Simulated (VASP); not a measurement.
A run of VASP 6.6.1:

The input INCAR:

```
SYSTEM = LaBe
PREC = Accurate
ENCUT = 600
EDIFF = 1E-7
ISMEAR = -1
SIGMA = 0.05
LREAL = .FALSE.
LASPH = .TRUE.
NELM = 80
ALGO = Normal
ISIF = 3
LWAVE = .FALSE.
LCHARG = .FALSE.
GGA = PE
IBRION = 2
NSW = 60
EDIFFG = -0.01
PSTRESS = 100
```

File KPOINTS:

```
Automatic mesh
0
G
  7 7 7
  0 0 0
```

POSCAR

```
LaBe
1.0
    3.5986300000      0.0000000000      0.0000000000
    0.0000000000      3.5986300000      0.0000000000
    0.0000000000      0.0000000000      3.5986300000
La Be
1 1
Direct
    0.0000000000      0.0000000000      0.0000000000
    0.5000000000      0.5000000000      0.5000000000
```

Potentials or basis: VASP PAW PBE potentials, release 64 (La, Be).

The run is started by

```sh
$ cat potpaw_PBE.64/La/POTCAR potpaw_PBE.64/Be/POTCAR > POTCAR
$ mpirun -np 1 vasp_std > vasp.out
```

Hardware: 1 thread of AMD EPYC 7R43 64-Core Processor (Zen 3) (shared host).

Task: Estimate the wall time of this run.

Result: It took 57 s on 1 thread of AMD EPYC 7R43 64-Core Processor (Zen 3), on a shared host, peak memory 0.16 GiB. Counts: scf iterations 37, k points 20, ion steps 3.
